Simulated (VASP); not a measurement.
An input for Quantum ESPRESSO's pw.x (written as the equivalent of a VASP run, and not itself run):

```
&CONTROL
  calculation = 'vc-relax'
  pseudo_dir = './pseudo'
  outdir = './out'
  tprnfor = .true.
  tstress = .true.
  nstep = 40
  forc_conv_thr = 0.00039
/
&SYSTEM
  ibrav = 0
  nat = 4
  ntyp = 2
  ecutwfc = 78
  occupations = 'smearing'
  smearing = 'methfessel-paxton'
  degauss = 0.00735
  input_dft = 'pbe'
/
&ELECTRONS
  conv_thr = 7.3e-09
  electron_maxstep = 100
/
&IONS
/
&CELL
  press = 100
/
ATOMIC_SPECIES
  Sc 44.956 Sc.upf
  Al 26.982 Al.upf
CELL_PARAMETERS angstrom
     3.9789506   -0.0000000    0.0000000
    -0.0000000    3.9789506   -0.0000000
    -0.0000000   -0.0000000    3.9789506
ATOMIC_POSITIONS crystal
  Sc   0.0000000  0.0000000  0.0000000
  Al   0.0000000  0.5000000  0.5000000
  Al   0.5000000  0.0000000  0.5000000
  Al   0.5000000  0.5000000  0.0000000
K_POINTS automatic
  8 8 8 0 0 0
```

Problem. Write the VASP files for the same calculation (PBE).

Solution. Several could match; the one computed here: 
**INCAR**
```
ALGO  =  Normal
EDIFF  =  1E-7
EDIFFG  =  -0.01
ENCUT  =  480
GGA  =  PE
IBRION  =  2
ISIF  =  3
ISMEAR  =  1
LASPH  =  T
LCHARG  =  F
LMAXMIX  =  4
LREAL  =  F
LWAVE  =  F
NELM  =  100
NSW  =  40
PREC  =  Accurate
PSTRESS  =  100
SIGMA  =  0.1
SYSTEM  =  Al3Sc
```

POSCAR:
```
Al3Sc
1
    3.9789505649    -0.0000000000     0.0000000000
   -0.0000000000     3.9789505649    -0.0000000000
   -0.0000000000    -0.0000000000     3.9789505649
Sc Al
1 3
Direct
  0.0000000000   0.0000000000   0.0000000000
  0.0000000000   0.5000000000   0.5000000000
  0.5000000000   0.0000000000   0.5000000000
  0.5000000000   0.5000000000   0.0000000000
```

File KPOINTS:
```
Automatic mesh
0
Gamma
8 8 8
0 0 0
```

POTCAR, in this order: Sc_sv Al (PBE.64 set). Program: vasp_std.

Limits of the translation: the potentials are each code's own (VASP's PAW set, PseudoDojo norm-conserving files in pw.x), so ENCUT and ecutwfc are chosen apart and not converted; conv_thr bounds pw.x's estimated SCF error, while EDIFF bounds the energy change between steps; forc_conv_thr acts on force components and is met together with etot_conv_thr.

The compound is Al3Sc in the L1_2 structure. It was relaxed first under an external pressure of 10 GPa.
